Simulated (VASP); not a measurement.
# RbSrSi2 (P4/mmm) in VASP: further runs, part 2 of 2

VASP 6.6.1. Earlier steps stand in the parts before.

## (3) Single point, PBE

This run uses another cell than the first one, of 20.37 Å³/atom, 0.570 times its volume.

Input file INCAR:

```
SYSTEM = RbSrSi2
ALGO = Normal
EDIFF = 1E-7
ENCUT = 520
GGA = PE
ISIF = 2
ISMEAR = 0
LASPH = .TRUE.
LCHARG = .FALSE.
LREAL = .FALSE.
LWAVE = .FALSE.
NBANDS = 22
NELM = 100
PREC = Accurate
SIGMA = 0.1
```

Input file KPOINTS:

```
k-points
0
G
  4 4 4
  0 0 0
```

Input file POSCAR:

```
RbSrSi2
1.0
    4.2621086200      0.0000000000      0.0000000000
    0.0000000000      4.2621086200      0.0000000000
    0.0000000000      0.0000000000      4.4857285600
Rb Sr Si
1 1 2
Direct
    0.0000000000      0.0000000000      0.5000000000
    0.0000000000      0.0000000000      0.0000000000
    0.5000000000      0.5000000000      0.2547778500
    0.5000000000      0.5000000000      0.7452221500
```

Potentials or basis: VASP PAW PBE potentials, release 64 (Rb_sv, Sr_sv, Si).

Command:

```sh
$ cat potpaw_PBE.64/Rb_sv/POTCAR potpaw_PBE.64/Sr_sv/POTCAR potpaw_PBE.64/Si/POTCAR > POTCAR
$ mpirun -np 1 vasp_std > vasp.out
```

It took 27 s on 1 thread of AMD EPYC 7R43 (Zen 3), shared host; peak memory 0.16 GiB.

Results (log left out):

* Free energy: -5.9917 eV
* Pressure: 39.3 GPa
* Largest force: 1.205 eV/Å
* Band gap on the k mesh: none (metal or under the smearing width)

Forces on the atoms (eV/Å):
```
Rb   0.000  0.000  0.000
Sr   0.000  0.000  0.000
Si   0.000  0.000 -1.205
Si   0.000  0.000  1.205
```

Stress tensor (GPa, compression positive):
```
  4.41   0.00   0.00
  0.00   4.41   0.00
  0.00   0.00 109.21
```

Levels at points of the mesh, in eV from the Fermi level:
```csv
k point,band 11,band 12,band 13,band 14,band 15,band 16,band 17,band 18
"(0.00, 0.00, 0.00)",-2.31,-0.83,-0.83,-0.27,0.46,0.46,2.35,2.70
"(0.50, 0.00, 0.00)",-3.40,-3.09,-2.32,1.11,2.49,3.06,3.40,3.97
"(0.50, 0.50, 0.00)",-2.04,-2.04,-1.60,-0.89,-0.89,2.69,4.94,5.34
"(0.00, 0.00, 0.50)",0.42,0.42,0.65,0.65,1.18,1.97,3.26,3.31
"(0.50, 0.00, 0.50)",-2.48,-2.15,-0.69,-0.51,2.87,3.13,5.15,5.28
"(0.50, 0.50, 0.50)",-1.22,-1.22,-0.53,-0.53,4.30,4.75,5.00,5.51
```

Caveat: the k mesh is coarse (spacing up to 0.37 Å⁻¹), so the values aren't converged; a pressure of tens of GPa on the cell as given is suspect, and the run, the potentials or the cell itself is likely at fault; forces of over 1 eV/Å show positions far from the minimum, so gaps and moduli don't describe the material at rest.

## (4) Single point, PBE

This run uses another cell than the first one, of 35.44 Å³/atom, 0.992 times its volume.

Input file INCAR:

```
SYSTEM = RbSrSi2
PREC = Accurate
ENCUT = 520
EDIFF = 1E-6
ISMEAR = 0
SIGMA = 0.1
LREAL = .FALSE.
LASPH = .TRUE.
NELM = 100
ALGO = Fast
ISIF = 2
LWAVE = .FALSE.
LCHARG = .FALSE.
GGA = PE
NBANDS = 22
```

Input file KPOINTS:

```
regular mesh
0
G
  12 12 6
  0 0 0
```

Input file POSCAR:

```
RbSrSi2
1.0
    4.3196921830      0.0000000000      0.0000000000
    0.0000000000      4.3196921830      0.0000000000
    0.0000000000      0.0000000000      7.5967449834
Rb Sr Si
1 1 2
Direct
    0.0000000000      0.0000000000      0.5000000000
    0.0000000000      0.0000000000      0.0000000000
    0.5000000000      0.5000000000      0.1471271376
    0.5000000000      0.5000000000      0.8528728624
```

Potentials or basis: VASP PAW PBE potentials, release 64 (Rb_sv, Sr_sv, Si).

Command:

```sh
$ cat potpaw_PBE.64/Rb_sv/POTCAR potpaw_PBE.64/Sr_sv/POTCAR potpaw_PBE.64/Si/POTCAR > POTCAR
$ mpirun -np 1 vasp_std > vasp.out
```

OUTCAR:

```text
SYSTEM = RbSrSi2
   PREC = Accurate
   ENCUT = 520
   EDIFF = 1E-6
   ISMEAR = 0
   LREAL = .FALSE.
   LASPH = .TRUE.
   NELM = 100
   ISIF = 2
   GGA = PE

 ion  position               nearest neighbor table
   1  0.000  0.000  0.500-   2 3.80   2 3.80   4 4.06   3 4.06   3 4.06   4 4.06   3 4.06   4 4.06
                             3 4.06   4 4.06
   2  0.000  0.000  0.000-   3 3.25   4 3.25   3 3.25   4 3.25   3 3.25   4 3.25   3 3.25   4 3.25
                             1 3.80   1 3.80
   3  0.500  0.500  0.147-   4 2.24   2 3.25   2 3.25   2 3.25   2 3.25   1 4.06   1 4.06   1 4.06
                             1 4.06
   4  0.500  0.500  0.853-   3 2.24   2 3.25   2 3.25   2 3.25   2 3.25   1 4.06   1 4.06   1 4.06
                             1 4.06
[... 805 lines left out ...]
  -------------------------------------------------------------------------------------
  Total        0.0405838      0.0405838      0.0338129      0.0000000     -0.0000000     -0.0000000
  in kB        0.4587011      0.4587011      0.3821730      0.0000000     -0.0000000     -0.0000000
  external PRESSURE =       0.4331918 kB  Pullay stress =       0.0000000 kB

 VOLUME and BASIS-vectors are now :
 -----------------------------------------------------------------------------
  energy-cutoff  :      520.00
  volume of cell :      141.75
      direct lattice vectors                 reciprocal lattice vectors
     4.319692183  0.000000000  0.000000000     0.231497977  0.000000000  0.000000000
     0.000000000  4.319692183  0.000000000     0.000000000  0.231497977  0.000000000
     0.000000000  0.000000000  7.596744983     0.000000000  0.000000000  0.131635326

 POSITION                                       TOTAL-FORCE (eV/Angst)
 -----------------------------------------------------------------------------------
      0.00000      0.00000      3.79837         0.000000      0.000000      0.000000
      0.00000      0.00000      0.00000         0.000000      0.000000      0.000000
      2.15985      2.15985      1.11769         0.000000      0.000000      0.012722
      2.15985      2.15985      6.47906        -0.000000     -0.000000     -0.012722
 -----------------------------------------------------------------------------------
    total drift:                               -0.000000     -0.000000      0.000000

  FREE ENERGIE OF THE ION-ELECTRON SYSTEM (eV)
  ---------------------------------------------------
  free  energy   TOTEN  =       -13.4225799705 eV

  energy  without entropy=      -13.4092020668  energy(sigma->0) =      -13.41589102
```

OSZICAR:

```text
N       E                     dE             d eps       ncg     rms          rms(c)
DAV:   1     0.124186033221E+03    0.12419E+03   -0.11175E+04  4928   0.102E+03
DAV:   2    -0.504782671554E+01   -0.12923E+03   -0.12551E+03  6100   0.202E+02
DAV:   3    -0.144823418451E+02   -0.94345E+01   -0.93752E+01  8052   0.471E+01
[... 22 lines left out ...]
RMM:  26    -0.134225751478E+02   -0.19348E-05   -0.20297E-05  3713   0.746E-03    0.390E-03
RMM:  27    -0.134225766825E+02   -0.15347E-05   -0.16019E-05  3791   0.686E-03    0.388E-03
RMM:  28    -0.134225779910E+02   -0.13085E-05   -0.13846E-05  3524   0.618E-03    0.410E-03
RMM:  29    -0.134225790249E+02   -0.10339E-05   -0.10815E-05  3624   0.576E-03    0.407E-03
RMM:  30    -0.134225799705E+02   -0.94562E-06   -0.97560E-06  3674   0.532E-03
   1 F= -.13422580E+02 E0= -.13415891E+02  d E =-.133779E-01
```

Wall time 4.6 min (1 thread of Intel Xeon 6975P-C (Granite Rapids), shared host); peak memory 0.49 GiB.

What came out:

```
Free energy            : -13.4226 eV
Pressure               : 0.0 GPa
Largest force          : 0.013 eV/Å
Band gap on the k mesh : none (metal or under the smearing width)
```

Forces on the atoms (eV/Å):
```
Rb   0.000  0.000  0.000
Sr   0.000  0.000  0.000
Si   0.000  0.000  0.013
Si   0.000  0.000 -0.013
```

## (5) The runs side by side

```csv
cell,k mesh,mesh quality,gap on the mesh (eV),pressure (GPa),largest force (eV/Å)
"P4/mmm, 35.73 Å³/atom",4 × 4 × 4,coarse,none,0.1,0.01
"P4/mmm, 20.37 Å³/atom",4 × 4 × 4,coarse,none,39.3,1.20
"P4/mmm, 35.44 Å³/atom",12 × 12 × 6,not flagged,none,0.0,0.01
```

Alike in all rows: task single point; level PBE; potentials or basis VASP PAW PBE potentials, release 64 (Rb_sv, Sr_sv, Si); no spin polarisation; cutoff (eV) 520; smearing gaussian 0.1 eV.

Caveats: some runs use coarse meshes; a pressure of tens of GPa on the cell as given is suspect, and the run, the potentials or the cell itself is likely at fault (some runs); forces of over 1 eV/Å show positions far from the minimum, so gaps and moduli don't describe the material at rest (some runs).

Absolute energies hang on the potentials; compare differences alone.
